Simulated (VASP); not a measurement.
Crystal: InP.

```
In P
1.0
     0.00000    2.93050    2.93050
     2.93050    0.00000    2.93050
     2.93050    2.93050    0.00000
In P
1 1
Direct
  0.00000 0.00000 0.00000
  0.25000 0.25000 0.25000
```

| Item | Value |
| --- | --- |
| Program | VASP 6.6.1 |
| Task | relaxation of cell and atoms |
| Functional | PBE |
| Potentials or basis | VASP PAW PBE potentials, release 64 (In_d, P) |
| Cutoff | 600 eV |
| k mesh | 8 × 8 × 8 |
| Occupations | gaussian, width 0.03 eV |
| Spin | no spin polarisation |

At the start: pressure 3.3 GPa; volume 25.17 Å³/atom.

Q: How do energy, volume and symmetry change on relaxing?

A: Over 3 steps the energy falls by 12.5 meV/atom and the volume is 26.44 Å³/atom (+5.1 %); space group F-43m (No. 216, to 0.05 Å).

Step by step:
| step | energy change (eV) | largest force (eV/Å) | pressure (GPa) | volume (Å³) |
| --- | --- | --- | --- | --- |
| 1 | 0.0000 | 0.0000 | 3.30 | 50.33 |
| 2 | -0.0192 | 0.0000 | -1.39 | 54.20 |
| 3 | -0.0251 | 0.0000 | 0.01 | 52.88 |

Final structure:
```
In P
1.0
     0.00000    2.97915    2.97915
     2.97915    0.00000    2.97915
     2.97915    2.97915    0.00000
In P
1 1
Direct
  0.00000 0.00000 0.00000
  0.25000 0.25000 0.25000
```
